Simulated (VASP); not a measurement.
These are PBE GGA, VASP's PBE PAW potentials (set 64) (plane waves; VASP 6.6.1) values and carry that method's errors.

Input for VASP

### INCAR
```
# general
SYSTEM   =  ZrB2
PREC     =  Accurate
ENCUT    =  400
LREAL    =  .FALSE.   # projection in real space or not
LASPH    =  .TRUE.

# electronic loop
EDIFF    =  1E-6   # SCF stop (eV)
NELM     =  100
ALGO     =  Normal
LMAXMIX  =  4

# smearing
ISMEAR   =  -1   # Fermi-Dirac
SIGMA    =  0.3   # width (eV)

# functional
GGA      =  PE

# ions
ISIF     =  2

# output
LWAVE    =  .FALSE.
LCHARG   =  .FALSE.
```

POSCAR:
```
ZrB2
3.1865250
  1.0000000000   0.0000000000   0.0000000000
 -0.5000001569   0.8660255294   0.0000000000
  0.0000000000   0.0000000000   1.1215050878
Zr B
1 2
Cart
  0.0000000000   0.0000000000   0.0000000000
 -0.0000006046   0.5773506416   0.5607525439
  0.5000004477   0.2886748878   0.5607525439
```

**KPOINTS**
```
Regular mesh
0
G
  19 19 15
```

POTCAR, in this order: Zr_sv B (PBE.64 set). Program: vasp_std.

At this cut-off the stress carries a Pulay error, which pulls relaxed volumes low. Gaps are read on the run's mesh, which can miss a band edge.

Question: Predict the energy per atom (σ→0), pressure, band gap (on the k-mesh).

Answer: 
```yaml
energy per atom (σ→0): -8.320 eV/atom
band gap (on the k-mesh): none (metal, semimetal or under 0.01 eV)
pressure: -3.77 GPa
```

File OSZICAR:
```
...
DAV:   6    -0.250443244298E+02    0.26630E+01   -0.80400E+00 10208   0.197E+01    0.822E+00
DAV:   7    -0.250221221855E+02    0.22202E-01   -0.86897E-01 12677   0.596E+00    0.303E+00
DAV:   8    -0.250228212280E+02   -0.69904E-03   -0.91607E-02 10066   0.275E+00    0.758E-01
DAV:   9    -0.250200400997E+02    0.27811E-02   -0.17064E-02 10654   0.104E+00    0.147E-01
DAV:  10    -0.250199889755E+02    0.51124E-04   -0.95784E-04 10681   0.286E-01    0.426E-02
DAV:  11    -0.250200023415E+02   -0.13366E-04   -0.32888E-05 11356   0.668E-02    0.130E-02
DAV:  12    -0.250200019084E+02    0.43307E-06   -0.18151E-06  7905   0.139E-02
   1 F= -.25020002E+02 E0= -.24959490E+02  d E =-.121024E+00
```

The structure comes from a computed database's ZrB2 entry; how it stands against other phases isn't given here. The cell was not relaxed at this level. The run is one of a series of settings (SIGMA = 0.3, KPOINTS 19×19×15 Γ-centred mesh against the base run), some of them coarse on purpose.
